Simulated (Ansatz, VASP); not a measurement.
**One calculation of GeAu2, two programs**

The input INCAR:

```
SYSTEM = GeAu2
PREC = Accurate
ENCUT = 600
EDIFF = 1E-6
ISMEAR = 0
SIGMA = 0.1
LREAL = .FALSE.
LASPH = .TRUE.
NELM = 100
ALGO = Normal
ISIF = 3
LWAVE = .FALSE.
LCHARG = .FALSE.
GGA = PE
IBRION = 2
NSW = 90
EDIFFG = -0.04
```

The input KPOINTS:

```
Automatic mesh
0
G
  6 6 6
  0 0 0
```

File POSCAR:

```
GeAu2
1.0
    0.0000000000      2.9892719724      2.9892719724
    2.9892719724      0.0000000000      2.9892719724
    2.9892719724      2.9892719724      0.0000000000
Ge Au
1 2
Direct
    0.0000000000      0.0000000000      0.0000000000
    0.2500000000      0.2500000000      0.2500000000
    0.7500000000      0.7500000000      0.7500000000
```

Input for Ansatz:

```yaml
crystal:
  lattice:
    - [0.0, 2.9892719724, 2.9892719724]
    - [2.9892719724, 0.0, 2.9892719724]
    - [2.9892719724, 2.9892719724, 0.0]
  atoms:
    - { symbol: Ge, position: [0.0, 0.0, 0.0] }
    - { symbol: Au, position: [0.25, 0.25, 0.25] }
    - { symbol: Au, position: [0.75, 0.75, 0.75] }
basis:
  ecutwfc: 420
kpoints:
  mp_grid: { grid: [6, 6, 6] }
hamiltonian:
  xc: pbe
scf:
  occupations: { method: gaussian, width: 0.1 }
  lower_state_search: "off"
output:
  forces: true
  stress: true
  eigenvalues: true
relax:
  adjacent_minimum: "off"
  f_tol: 0.04
  max_steps: 70
  cell: { stress_tol: 0.4 }
```

Alike in both runs: task relaxation of cell and atoms; functional PBE; k mesh 6 × 6 × 6; occupations gaussian, width 0.1 eV; no spin polarisation.

|  | VASP | Ansatz |
| --- | --- | --- |
| version | VASP 6.6.1 | Ansatz 0.2.0 |
| potentials or method | VASP PAW PBE potentials, release 64 (Ge_d, Au) | scalar-relativistic, plane waves, PAW |
| plane-wave cutoff (eV) | 600 | 420 |
| valence electrons in the cell | 36 | 52 |

|  | VASP | Ansatz | Ansatz less VASP |
| --- | --- | --- | --- |
| gap on the k mesh at the Fermi level, each at its own relaxed structure (eV) | none | none | - |
| relaxed volume (Å³/atom) | 20.03 | 20.02 | -0.019 |
| relaxed cell length with the largest relative difference (Å) | 4.397 | 4.395 | -0.0014 |
| energy change over the relaxation (meV/atom) | -90 | -90 | -0.1 |

A gap of «none» marks a metal or a gap that the smearing closes. The two sets of potentials don't hold the same shells in valence.

The runs have no spin-orbit coupling, so splittings on Au are missing.
